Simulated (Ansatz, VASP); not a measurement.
# Cross-check of InH between VASP and Ansatz

One calculation is typed for both programs; each brings its own data sets. How far apart do they land? The cell is generated by rule, not measured, and may not be a known phase. The cell is taken from a series of runs on this material, whose earlier steps may have relaxed, scaled, displaced or heated it; both programs get it as it stands.

Main program and level: Ansatz 0.2.0; plane waves, with VASP 6.6.1 beside it; single point at PBE.

The structure was built from a prototype and need not be the compound's stable phase.

### 1. The starting structure

It takes space group Pmma (No. 51, orthorhombic). Conventional cell: a = 5.891 Å, b = 3.772 Å, c = 6.534 Å, α = 90.00°, β = 90.00°, γ = 90.00°. Nearest to In lie 1 H at 1.58 Å. In has 2 H at 2.53 Å nearest. H has 2 In at 1.95 Å nearest. Nearest to H lie 1 In at 1.58 Å. Farther neighbours are not listed.

As a file:

```xyz
8
Lattice="-3.7722 0.0000 0.0000 0.0000 0.0000 -5.8914 0.0000 -6.5336 0.0000" Properties=species:S:1:pos:R:3 pbc="T T T"
In   -1.8861   -1.0913   -4.4185
In    0.0000   -4.3534   -4.4185
In    0.0000   -2.1802   -1.4728
In   -1.8861   -5.4424   -1.4728
H     0.0000   -1.5779   -4.4185
H    -1.8861   -6.0447   -4.4185
H    -1.8861   -0.4889   -1.4728
H     0.0000   -4.9558   -1.4728
```

### 2. VASP: single point, PBE

With cell and atoms fixed, the geometry can't cause a difference; cores, projectors, grids and the points listed under the comparison can.

Lines of VASP's logs that name or quote its potential files are left out, and so is its time.

Contents of INCAR:

```
SYSTEM = InH
PREC = Accurate
ENCUT = 500
EDIFF = 1E-06
NELM = 120
ISMEAR = 1
SIGMA = 0.15
LREAL = .FALSE.
ALGO = Normal
GGA = PE
NBANDS = 36
LORBIT = 11
LWAVE = .FALSE.
LCHARG = .FALSE.
ISIF = 2
LASPH = .TRUE.
GGA_COMPAT = .FALSE.
KPAR = 2
```

Contents of POSCAR:

```
InH
1.0
   -3.7721968407     -0.0000025310      0.0000000000
    0.0000000000      0.0000000000     -5.8913884265
    0.0000043838     -6.5336365842      0.0000000000
In H
4 4
Direct
    0.5000000000      0.7500000000      0.1670233187
    0.0000000000      0.7500000000      0.6663100147
    0.0000000000      0.2500000000      0.3336899853
    0.5000000000      0.2500000000      0.8329766813
    0.0000000000      0.7500000000      0.2415008611
    0.5000000000      0.7500000000      0.9251658055
    0.5000000000      0.2500000000      0.0748341945
    0.0000000000      0.2500000000      0.7584991389
```

Contents of KPOINTS:

```
Automatic mesh
0
Gamma
8 6 6
0 0 0
```

The projector-augmented-wave data sets are In_d and H (PBE family, release 64).

Command:

```
mpirun -np 2 vasp_std
```

Numbers of over 12 decimals in the logs are rounded to 6 here.

The program printed:

```text
[banner, memory and clock lines left out]
running    2 mpi-ranks, on    1 nodes
 distrk:  each k-point on    1 cores,    2 groups
 distr:  one band on    1 cores,    1 groups

 POSCAR found type information on POSCAR InH
 POSCAR found :  2 types and       8 ions
 LDA part: xc-table for (Slater+PW92), standard interpolation
 POSCAR, INCAR and KPOINTS ok, starting setup
 FFT: planning ... GRIDC
 FFT: planning ... GRID_SOFT
 FFT: planning ... GRID
 WAVECAR not read
 entering main loop
       N       E                     dE             d eps       ncg     rms          rms(c)
DAV:   1     0.526030318096E+03    0.52603E+03   -0.26196E+04  5764   0.191E+03
DAV:   2     0.365179480288E+02   -0.48951E+03   -0.48079E+03  5760   0.463E+02
DAV:   3    -0.185490777525E+02   -0.55067E+02   -0.54247E+02  6656   0.181E+02
DAV:   4    -0.210571562984E+02   -0.25081E+01   -0.24996E+01  6668   0.421E+01
DAV:   5    -0.211562642134E+02   -0.99108E-01   -0.99081E-01  7796   0.729E+00    0.929E+00
DAV:   6    -0.198784974432E+02    0.12778E+01   -0.11105E+00  7680   0.955E+00    0.457E+00
DAV:   7    -0.196413646776E+02    0.23713E+00   -0.18812E+00  7752   0.734E+00    0.926E-01
DAV:   8    -0.196473049075E+02   -0.59402E-02   -0.24406E-01  6972   0.612E+00    0.786E-01
DAV:   9    -0.196504585752E+02   -0.31537E-02   -0.16863E-02  7352   0.174E+00    0.570E-01
DAV:  10    -0.196512914055E+02   -0.83283E-03   -0.48328E-03  7552   0.970E-01    0.189E-01
DAV:  11    -0.196511954567E+02    0.95949E-04   -0.20027E-03  7424   0.526E-01    0.732E-02
DAV:  12    -0.196512376375E+02   -0.42181E-04   -0.61917E-04  6180   0.361E-01    0.269E-02
DAV:  13    -0.196512376237E+02    0.13804E-07   -0.46603E-05  8640   0.149E-01    0.321E-02
DAV:  14    -0.196512377689E+02   -0.14524E-06   -0.11998E-05  8048   0.402E-02    0.683E-03
DAV:  15    -0.196512376631E+02    0.10587E-06   -0.82883E-07  3268   0.134E-02
   1 F= -.19651238E+02 E0= -.19649743E+02  d E =-.448369E-02
```

From OUTCAR (step 2):

```text
ion  position               nearest neighbor table
   1  0.500  0.750  0.167-   6 1.58   5 1.95   5 1.95   3 3.66   3 3.66   3 3.66   3 3.66   4 3.67
                             4 3.67   2 3.77   2 3.77   2 3.78   2 3.78
   2  0.000  0.750  0.666-   3 3.66   3 3.66   4 3.66   4 3.66   4 3.66   4 3.66   1 3.77   1 3.77
                             1 3.78   1 3.78
   3  0.000  0.250  0.334-   2 3.66   2 3.66   1 3.66   1 3.66   1 3.66   1 3.66   4 3.77   4 3.77
                             4 3.78   4 3.78
   4  0.500  0.250  0.833-   7 1.58   8 1.95   8 1.95   2 3.66   2 3.66   2 3.66   2 3.66   1 3.67
                             1 3.67   3 3.77   3 3.77   3 3.78   3 3.78
   5  0.000  0.750  0.242-   1 1.95   1 1.95
   6  0.500  0.750  0.925-   1 1.58
   7  0.500  0.250  0.075-   4 1.58
   8  0.000  0.250  0.758-   4 1.95   4 1.95

  LATTYP: Found a simple orthorhombic cell.
 ALAT       =     3.7721968407
 B/A-ratio  =     1.5617924184
 C/A-ratio  =     1.7320508076

 Subroutine GETGRP returns: Found  8 space group operations
 (whereof  4 operations were pure point group operations)

The static configuration has the point symmetry C_2h.
 The point group associated with its full space group is D_2h.

 Found     80 irreducible k-points:

   k-points           NKPTS =     80   k-points in BZ     NKDIM =     80   number of bands    NBANDS=     36

   dimension x,y,z NGX =    28 NGY =   48 NGZ =   48
   dimension x,y,z NGXF=    56 NGYF=   96 NGZF=   96

   ENCUT  =  500.0 eV  36.75 Ry    6.06 a.u.   6.88 10.74 11.91*2*pi/ulx,y,z

   NELECT =      56.0000    total number of electrons

 k-points in reciprocal lattice and weights: Automatic mesh
   0.00000000  0.00000000  0.00000000       0.003
   0.12500000  0.00000000 -0.00000000       0.007
   0.25000000  0.00000000 -0.00000000       0.007
   0.37500000  0.00000000 -0.00000000       0.007
   0.50000000  0.00000000 -0.00000000       0.003
   0.00000000  0.16666667  0.00000000       0.007
   0.12500000  0.16666667 -0.00000000       0.014
   0.25000000  0.16666667 -0.00000000       0.014
   0.37500000  0.16666667 -0.00000000       0.014
[...]
0.37500000  0.50000000  0.50000000       0.007
   0.50000000  0.50000000  0.50000000       0.003

 average (electrostatic) potential at core
       1 -96.4607       2 -96.4495       3 -96.4495       4 -96.4607       5 -32.3186
       6 -33.1184       7 -33.1184       8 -32.3186

 E-fermi :   5.1274

 k-point     1 :       0.0000    0.0000    0.0000
  band No.  band energies     occupation
    ...
     23      -0.7314      2.00000
     24      -0.1363      2.00000
     25       1.5906      2.00000
     26       2.4552      2.00000
     27       2.6281      2.00000
     28       5.4982     -0.00262
     29       7.2257     -0.00000
     30       7.2493     -0.00000
     31       7.2732     -0.00000
     32       8.5803      0.00000
    ...

 k-point     2 :       0.1250    0.0000   -0.0000
  band No.  band energies     occupation
    ...
     24      -0.0784      2.00000
     25       1.6760      2.00000
     26       2.6408      2.00000
     27       2.6521      2.00000
     28       5.1075      1.22168
     29       5.6854     -0.00000
     30       6.8373     -0.00000
     31       7.2934     -0.00000
     32       8.2002      0.00000
     33       8.5270      0.00000
    ...

 k-point     3 :       0.2500    0.0000   -0.0000
  band No.  band energies     occupation
    ...
     25       1.8750      2.00000
     26       2.5584      2.00000
     27       3.1866      2.00000
     28       3.5693      2.00000
     29       4.8663      2.03366
     30       6.2391     -0.00000
     31       6.9890     -0.00000
     32       7.0523     -0.00000
     33       7.2102     -0.00000
     34       8.0752     -0.00000
    ...

  Total        0.5152710     10.5660133      0.4257711     -0.0000067      0.0000000      0.0000000
  in kB        5.6856393    116.5882432      4.6980736     -0.0000744      0.0000000      0.0000000
  external PRESSURE =      42.3239854 kB  Pullay stress =       0.0000000 kB

  energy-cutoff  :      500.00
  volume of cell :      145.20
      direct lattice vectors                 reciprocal lattice vectors
    -3.772196841 -0.000002531  0.000000000    -0.265097513 -0.000000178  0.000000000
     0.000000000  0.000000000 -5.891388426     0.000000000  0.000000000 -0.169739275
     0.000004384 -6.533636584  0.000000000     0.000000103 -0.153054120  0.000000000

 POSITION                                       TOTAL-FORCE (eV/Angst)
 -----------------------------------------------------------------------------------
     -1.88610     -1.09127     -4.41854         0.000002     -3.584510     -0.000000
      0.00000     -4.35343     -4.41854        -0.000000      0.359457     -0.000000
      0.00000     -2.18021     -1.47285         0.000000     -0.359457     -0.000000
     -1.88609     -5.44237     -1.47285        -0.000002      3.584510      0.000000
      0.00000     -1.57788     -4.41854        -0.000000      0.045473     -0.000000
     -1.88609     -6.04470     -4.41854        -0.000002      3.139518     -0.000000
     -1.88610     -0.48894     -1.47285         0.000002     -3.139518     -0.000000
      0.00000     -4.95576     -1.47285         0.000000     -0.045473     -0.000000
 -----------------------------------------------------------------------------------
    total drift:                               -0.000000     -0.000000     -0.000000

  FREE ENERGIE OF THE ION-ELECTRON SYSTEM (eV)
  ---------------------------------------------------
  free  energy   TOTEN  =       -19.6512376631 eV

  energy  without entropy=      -19.6467539774  energy(sigma->0) =      -19.64974310

 total charge
# of ion       s       p       d       tot
------------------------------------------
    1        0.955   0.723   9.879  11.557
    2        1.116   0.277   9.848  11.242
    3        1.116   0.277   9.848  11.242
    4        0.955   0.723   9.879  11.557
    5        0.494   0.013   0.000   0.507
    6        0.554   0.018   0.000   0.572
    7        0.554   0.018   0.000   0.572
    8        0.494   0.013   0.000   0.507
--------------------------------------------------
tot          6.239   2.063  39.453  47.754

[... 3 further parts left out ...]
```

The run ends at a pressure of 4.23 GPa, with forces up to 3.6 eV/Å.

### 3. Ansatz: single point, PBE

Ansatz runs on its default PAW (the set named soft_2) files.

The same cell, functional, mesh and smearing now go to Ansatz, which takes its cutoff from its data sets.

Contents of input.yaml:

```yaml
crystal:
  lattice:
    - [-3.7721968407, -2.531e-06, 0.0]
    - [0.0, 0.0, -5.8913884265]
    - [4.3838e-06, -6.5336365842, 0.0]
  atoms:
    - { symbol: In, position: [0.5, 0.75, 0.1670233187] }
    - { symbol: In, position: [1.0, 0.75, 0.6663100147] }
    - { symbol: In, position: [0.0, 0.25, 0.3336899853] }
    - { symbol: In, position: [0.5, 0.25, 0.8329766813] }
    - { symbol: H, position: [0.0, 0.75, 0.2415008611] }
    - { symbol: H, position: [0.5, 0.75, 0.9251658055] }
    - { symbol: H, position: [0.5, 0.25, 0.0748341945] }
    - { symbol: H, position: [1.0, 0.25, 0.7584991389] }
kpoints:
  mp_grid: { grid: [8, 6, 6] }
hamiltonian:
  xc: pbe
scf:
  occupations: { method: methfessel_paxton, width: 0.15 }
output:
  forces: true
  stress: true
  eigenvalues: true
```

Command:

```
ansatz run input.yaml --threads 4 --pin off --max-ram 7168MiB --backend cpu --events-out ev --progress --plain --runs-dir out
```

The program printed:

```text
Engine: ansatz 0.2.0, aarch64-unknown-linux-gnu
Pseudopotentials: kind: paw
Pseudopotential: In, paw, valence charge 13, recommended cutoff 420 eV (normal), In.paw.azcp
Pseudopotential: H, paw, valence charge 1, recommended cutoff 420 eV (normal), H.paw.azcp
Functional definition: PBE
  parameter kappa = 0.804
  parameter beta = 0.066725
  exchange = pbe_x(kappa = kappa, mu = beta*pi^2/3)
  correlation = pbe_c(beta = beta)
Crystal: 8 atoms, lattice volume = 145.200 Å³
Basis set: ecut = 420 eV, 2835 PW (Γ), exchange–correlation on 54×80×90 points (8 copies of the dense FFT grid, shifted against one another)
Bands: 36, of which v1, the nominal top of the filled ones, is band 28 counted from 1 (27 counted from 0)
Symmetry: 8 space group operations
Space group: Pmma (ITA 51), of the structure as read, at distance tolerance 5.3e-5 Å
k-points: 80 of 288
Non-local potential: In, projectors of the file, l = 0: 2, l = 1: 2, l = 2: 2, l = 3: 2
Non-local potential: H, projectors of the file, l = 0: 2, l = 1: 1
PAW form: soft (Blöchl's): semilocal exchange-correlation on the pseudo side does not see the compensation charge
PAW one-centre angular grid: In, 590 points (default); XC on 64 Gauss nodes
PAW one-centre angular grid: H, 110 points (default); XC on 64 Gauss nodes
Initial density: superposition of atomic densities (neutral atoms: chi_scale 0, normalization atom), corrected by the library's trained network
Initial wavefunctions: pseudopotential atomic-orbital guess
Functional: x = pbe(κ = 0.804, μ = 0.219515), c = pbe(β = 0.066725)
SCF iter   1: F=—  HF=-22450.737664 eV  |F-HF|=—  |Δ(HF+E_count)|=         —  Δρ=2.90e-3  dr2=3.31e-2  ethr=1.77e-3  ⟨swp⟩=6.8  Hψ=12051  notcnv=0
preconditioner: auto → Kerker (q_TF=auto, 2.328 Å⁻¹)  [metal: Δε(μ)=0.004 eV  Ē_g=14.508 eV  σ=0.150 eV  W_gap=0.02  n_scr=34 (ndim 8)  ℏωp=23.1 eV  f_vac=0.001  D(μ)=2.76/eV (n_scr^D=10)]
SCF iter   2: F=—  HF=-22450.735673 eV  |F-HF|=—  |Δ(HF+E_count)|=   1.99e-3  S|Δr|=    0.00e0  Δρ=1.95e-3  dr2=1.73e-2  ethr=5.91e-5  ⟨swp⟩=1.0  Hψ=3523  notcnv=0
SCF iter   3: F=—  HF=-22450.732804 eV  |F-HF|=—  |Δ(HF+E_count)|=   2.87e-3  S|Δr|=    0.00e0  Δρ=3.79e-4  dr2=6.78e-4  ethr=3.09e-5  ⟨swp⟩=2.0  Hψ=3094  notcnv=0
SCF iter   4: F=—  HF=-22450.732841 eV  |F-HF|=—  |Δ(HF+E_count)|=   3.79e-5  S|Δr|=    0.00e0  Δρ=1.49e-4  dr2=7.12e-5  ethr=1.21e-6  ⟨swp⟩=2.0  Hψ=3303  notcnv=0
SCF iter   5: F=—  HF=-22450.732850 eV  |F-HF|=—  |Δ(HF+E_count)|=   8.17e-6  S|Δr|=    0.00e0  Δρ=5.06e-5  dr2=1.01e-5  ethr=1.27e-7  ⟨swp⟩=2.0  Hψ=3322  notcnv=0
SCF iter   6: F=—  HF=-22450.732853 eV  |F-HF|=—  |Δ(HF+E_count)|=   3.30e-6  S|Δr|=    0.00e0  Δρ=1.82e-5  dr2=7.97e-7  ethr=1.80e-8  ⟨swp⟩=2.0  Hψ=3323  notcnv=0
SCF iter   7: F=-22450.732853 eV  HF=-22450.732853 eV  |F-HF|=1.66e-8  |Δ(HF+E_count)|=   1.58e-7  S|Δr|=    0.00e0  Δρ=6.48e-6  dr2=8.85e-8  ethr=1.79e-10  ⟨swp⟩=9.8  Hψ=14439  notcnv=0
SCF 1 converged in 7 iterations: F = -22450.732853 eV  dr2 = 8.85e-8
  greatest PAW one-centre occupation: 0.983 electrons in one spin orbital (limit 2), on the In atom at site 2 (counted from 0), in its partial waves of l = 2
SCF converged after 7 iterations
Stability not checked: this state was not tested for a lower state beside it, because cold or Methfessel-Paxton smearing, or corrected tetrahedra, fill the levels in a way that the test cannot read (fill_not_monotonic; see scf.lower_state_search)
Free energy (F): -22450.732853 eV
Harris-Foulkes:  -22450.732853 eV  (|F-HF|=1.66e-8)
Internal energy: -22450.728340 eV  (E = F + TS)
E sigma→0 (E₀):  -22450.731725 eV
Entropy (-TS):   -0.004513 eV (-0.564 meV/atom)
Fermi energy:    7.166420 eV
--- Per-component energies (eV) ---
  E_band       = -262.613079
  E_kinetic    = 1017.997967
  E_local      = -5052.653613  (includes V_loc(G=0)·N_el)
  E_nonlocal   = 1470.348865
  E_hartree    = 1970.710240
  E_xc         = -898.944150
  E_vxc        = -444.761546  (∫ρ·V_xc dr)
  E_paw        = -16608.540389  (= ΣΔE_a)
  E_vpaw       = -1194.952682  (= ΣTr[D̂ρ^β])
  E_aug_tail   = -0.004469  (compensation charges beyond the density's cutoff)
  E_ewald      = -4349.642791
  E_smearing   = -0.004513  (= −TS)
  E_closure    = -0.000000  (closes the sum)
  Σ components = -22450.732853   (vs F -22450.732853, Δ=0.00e0)
--- Forces (eV/Å), atoms counted from 1 ---
  atom   1  In     0.00000243    -3.62457777     0.00000000
  atom   2  In    -0.00000024     0.35727291     0.00000000
  atom   3  In     0.00000024    -0.35727291     0.00000000
  atom   4  In    -0.00000243     3.62457777     0.00000000
  atom   5  H     -0.00000003     0.04681774     0.00000000
  atom   6  H     -0.00000213     3.18102846     0.00000000
  atom   7  H      0.00000213    -3.18102846     0.00000000
  atom   8  H      0.00000003    -0.04681774     0.00000000
  max |Σ_I F_I| component: 9.71e-17 eV/Å
--- Stress (GPa, compression-positive) ---
        0.647921      -0.000008       0.000000
       -0.000008      11.892657       0.000000
        0.000000       0.000000       0.559124
  P = ⅓ Tr σ = 4.3666 GPa (43.666 kbar)
--- Band table (eV; the first three rows and the last of 80) ---
  k-point 0: bands = [... 24 lower, 3.6267, 4.4944, 4.6659, 7.5371, 9.2661, 9.2887, 9.3118, 10.6153, ... 4 higher]
  k-point 1: bands = [... 24 lower, 3.2489, 4.6037, 5.1745, 7.0050, 9.1218, 9.4205, 9.9787, 10.4815, ... 4 higher]
  k-point 2: bands = [... 24 lower, 3.9963, 4.9253, 5.7401, 6.1905, 8.6394, 9.7335, 10.3755, 10.6484, ... 4 higher]
  k-point 79: bands = [... 24 lower, 3.1064, 3.1064, 4.2458, 4.2458, 8.7622, 8.7622, 9.1723, 9.1723, ... 4 higher]
```

The column dr2 measures how far the density is from self-consistency, as an energy; F and HF (Harris–Foulkes) agree once it is small.

The run ends at a pressure of 4.37 GPa, with forces up to 3.6 eV/Å.

### 4. Differences

Known differences besides the potentials themselves: the cutoff is 420 eV in Ansatz and 500 eV in VASP. Total energies have different zeros and are not compared.

Compared:

```tsv
quantity	Ansatz	VASP	difference
pressure (GPa)	4.37	4.23	+0.13
```

Forces (eV/Å; atoms numbered as in POSCAR):

```tsv
atom	Ansatz x, y, z	VASP x, y, z
In1	0.000, -3.625, 0.000	0.000, -3.585, 0.000
In2	0.000, 0.357, 0.000	0.000, 0.359, 0.000
In3	0.000, -0.357, 0.000	0.000, -0.359, 0.000
In4	0.000, 3.625, 0.000	0.000, 3.585, 0.000
H5	0.000, 0.047, 0.000	0.000, 0.045, 0.000
H6	0.000, 3.181, 0.000	0.000, 3.140, 0.000
H7	0.000, -3.181, 0.000	0.000, -3.140, 0.000
H8	0.000, -0.047, 0.000	0.000, -0.045, 0.000
```

The forces differ by 17 meV/Å r.m.s., which is 1.2 % of the r.m.s. force of 1.380 eV/Å (both taken over all components).

### 5. What came out

```
r.m.s. force difference (single point, PBE) : 1.2 % of the r.m.s. force
```

What this shows: The r.m.s. force difference is 1.2 % of the r.m.s. force (single point, PBE), within the 3 % picked in this series as the mark of a large difference. Such differences can come from data sets, numerical settings and the points named under the comparisons, not from the functional's error against experiment.

[Lines on the potential files, build, host, timing and source positions are cut from VASP's logs without a mark.]

[Logs are printed without paths, hosts, clocks, repeated set-up lines and the standing remarks that a program may print on its own settings, such as how far it seeks lower states.]

[Hosts, paths, dates, database ids (printed as entryN), source tags and the programs' standing remarks are cut or masked in the printed files.]
